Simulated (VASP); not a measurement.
```
Eu
1.0
   -2.19354     2.19354     2.19354
    2.19354    -2.19354     2.19354
    2.19354     2.19354    -2.19354
Eu
1
Cartesian
  0.00000   0.00000   0.00000
```

Method: r2SCAN+rVV10, VASP's PBE PAW potentials (set 64) (plane waves; VASP). Run with 520 eV cut-off, 13×13×13 Γ-centred mesh, tetrahedra with Blöchl corrections, potentials Eu_2.

The 4f electrons are frozen in the core of the lanthanide potential, so 4f levels, which can set the real gap, and their magnetism are missing.

### Question
Give the energies of bands 4 to 7 at the high-symmetry points, in eV from the Fermi level.

### Answer

```
band      Γ      H      N     P
----  -----  -----  -----  ----
4     -4.01  -0.60  -1.12  0.70
5      2.96  -0.60   1.21  0.70
6      2.96   5.77   1.35  0.70
7      2.96   5.77   4.69  5.32
```

It has no gap at this level: it comes out as a metal or semimetal.

The compound is Eu in the bcc structure. It was relaxed first, which changed the volume by -12 %.
